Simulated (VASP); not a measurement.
An input for Quantum ESPRESSO's pw.x (written as the equivalent of a VASP run, and not itself run):

```
&CONTROL
  calculation = 'scf'
  pseudo_dir = './pseudo'
  outdir = './out'
  tprnfor = .true.
  tstress = .true.
/
&SYSTEM
  ibrav = 0
  nat = 2
  ntyp = 2
  ecutwfc = 60.3
  occupations = 'smearing'
  smearing = 'gaussian'
  degauss = 0.003675
  input_dft = 'vdw-df-obk8'
/
&ELECTRONS
  conv_thr = 7.3e-09
  electron_maxstep = 100
/
ATOMIC_SPECIES
  Tl 204.380 Tl.upf
  Cl 35.450 Cl.upf
CELL_PARAMETERS angstrom
     3.7578497    0.0000000    0.0000000
     0.0000000    3.7578497    0.0000000
     0.0000000    0.0000000    3.7578497
ATOMIC_POSITIONS crystal
  Tl   0.0000000  0.0000000  0.0000000
  Cl   0.5000000  0.5000000  0.5000000
K_POINTS automatic
  7 7 7 0 0 0
```

Translate this input to VASP (INCAR, KPOINTS, POSCAR, choice of POTCAR).

One answer among several that fit: 
File KPOINTS:
```
kpoints
0
G
 7 7 7
```

POSCAR:
```
TlCl
3.757850
  0.9999999325   0.0000000000   0.0000000000
  0.0000000000   0.9999999325   0.0000000000
  0.0000000000   0.0000000000   0.9999999325
Tl Cl
1 1
Cartesian
  0.0000000000   0.0000000000   0.0000000000
  0.4999999662   0.4999999662   0.4999999662
```

INCAR:
```
AGGAC  =  0.0
ALGO  =  Normal
EDIFF  =  1E-7
ENCUT  =  520
GGA  =  BO
ISIF  =  2
ISMEAR  =  0
LASPH  =  .True.
LCHARG  =  .False.
LMAXMIX  =  4
LREAL  =  .False.
LUSE_VDW  =  .True.
LWAVE  =  .False.
NELM  =  100
PARAM1  =  0.1833333333
PARAM2  =  0.22
PREC  =  Accurate
SIGMA  =  0.05
SYSTEM  =  TlCl
```

POTCAR, in this order: Tl_d Cl (PBE.64 set). Program: vasp_std.

What does not carry over: the potentials are each code's own (VASP's PAW set, PseudoDojo norm-conserving files in pw.x), so ENCUT and ecutwfc are chosen apart and not converted; conv_thr bounds pw.x's estimated SCF error, while EDIFF bounds the energy change between steps.

The compound is TlCl in the CsCl type structure. This cell is one point of a volume scan, at 0.94 of the reference volume.
